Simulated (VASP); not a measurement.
```
CELL_PARAMETERS angstrom
      0.00000     3.10415     3.10415
      3.10415     0.00000     3.10415
      3.10415     3.10415     0.00000
ATOMIC_POSITIONS crystal
  Pb 0.00000 0.00000 0.00000
  Se 0.50000 0.50000 0.50000
```

The numbers are results of revPBE GGA, VASP's PBE PAW potentials (set 64) (plane waves; VASP 6.6.1), not measurements. Settings: 520 eV cut-off, 7×7×7 Γ-centred mesh, Gaussian smearing of 0.050 eV, potentials Pb_d Se.

Give the stress tensor in GPa (positive for a compressed cell).

```
1.40  0.00  0.00
0.00  1.40  0.00
0.00  0.00  1.40
```
The pressure is its mean diagonal, 1.40 GPa.

The compound is PbSe in the rock salt structure. This cell is one point of a volume scan, at 0.97 of the reference volume.
